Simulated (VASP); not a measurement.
Here is the system:

```
CELL_PARAMETERS angstrom
      8.48696     0.00000     0.00000
      0.00000     8.48696     0.00000
      0.00000     0.00000     8.48696
ATOMIC_POSITIONS crystal
  Mg 0.50000 0.00000 0.00000
  Mg 0.75000 0.25000 0.00000
  Mg 0.75000 0.00000 0.25000
  Mg 0.00000 0.00000 0.00000
  Mg 0.25000 0.25000 0.00000
  Mg 0.50000 0.50000 0.00000
  Mg 0.75000 0.75000 0.00000
  Mg 0.25000 0.00000 0.25000
  Mg 0.50000 0.25000 0.25000
  Mg 0.75000 0.50000 0.25000
  Mg 0.50000 0.00000 0.50000
  Mg 0.75000 0.25000 0.50000
  Mg 0.75000 0.00000 0.75000
  Mg 0.00000 0.50000 0.00000
  Mg 0.25000 0.75000 0.00000
  Mg 0.00000 0.25000 0.25000
  Mg 0.25000 0.50000 0.25000
  Mg 0.50000 0.75000 0.25000
  Mg 0.00000 0.00000 0.50000
  Mg 0.25000 0.25000 0.50000
  Mg 0.50000 0.50000 0.50000
  Mg 0.75000 0.75000 0.50000
  Mg 0.25000 0.00000 0.75000
  Mg 0.50000 0.25000 0.75000
  Mg 0.75000 0.50000 0.75000
  Mg 0.00000 0.75000 0.25000
  Mg 0.00000 0.50000 0.50000
  Mg 0.25000 0.75000 0.50000
  Mg 0.00000 0.25000 0.75000
  Mg 0.25000 0.50000 0.75000
  Mg 0.50000 0.75000 0.75000
  Mg 0.00000 0.75000 0.75000
  O  0.75000 0.25000 0.25000
  O  0.00000 0.50000 0.25000
  O  0.00000 0.25000 0.50000
  O  0.25000 0.25000 0.25000
  O  0.50000 0.50000 0.25000
  O  0.75000 0.75000 0.25000
  O  0.00000 0.00000 0.25000
  O  0.50000 0.25000 0.50000
  O  0.75000 0.50000 0.50000
  O  0.00000 0.75000 0.50000
  O  0.75000 0.25000 0.75000
  O  0.00000 0.50000 0.75000
  O  0.00000 0.25000 0.00000
  O  0.25000 0.75000 0.25000
  O  0.50000 0.00000 0.25000
  O  0.25000 0.50000 0.50000
  O  0.50000 0.75000 0.50000
  O  0.75000 0.00000 0.50000
  O  0.25000 0.25000 0.75000
  O  0.50000 0.50000 0.75000
  O  0.75000 0.75000 0.75000
  O  0.00000 0.00000 0.75000
  O  0.50000 0.25000 0.00000
  O  0.75000 0.50000 0.00000
  O  0.00000 0.75000 0.00000
  O  0.25000 0.00000 0.50000
  O  0.25000 0.75000 0.75000
  O  0.50000 0.00000 0.75000
  O  0.25000 0.50000 0.00000
  O  0.50000 0.75000 0.00000
  O  0.75000 0.00000 0.00000
  O  0.25000 0.00000 0.00000
```

All values below come from PBE GGA, VASP's PBE PAW potentials (set 64) (plane waves; VASP). Numerical set-up: PREC = Normal, LREAL = Auto, 400 eV cut-off, 1×1×1 Γ-centred mesh, Gaussian smearing of 0.050 eV, potentials Mg O.

At this cut-off the stress carries a Pulay error, which pulls relaxed volumes low. The supercell is sampled at Γ alone, which is coarse: total energies, pressure and levels can be off, energies of defects by several tenths of an eV.

Problem. Give the stress tensor in GPa (positive for a compressed cell).

Solution. 
```
-4.70   0.00   0.00
 0.00  -4.70   0.00
 0.00   0.00  -4.70
```
The pressure is its mean diagonal, -4.70 GPa.

The cell is a supercell, built from MgO (rock salt).
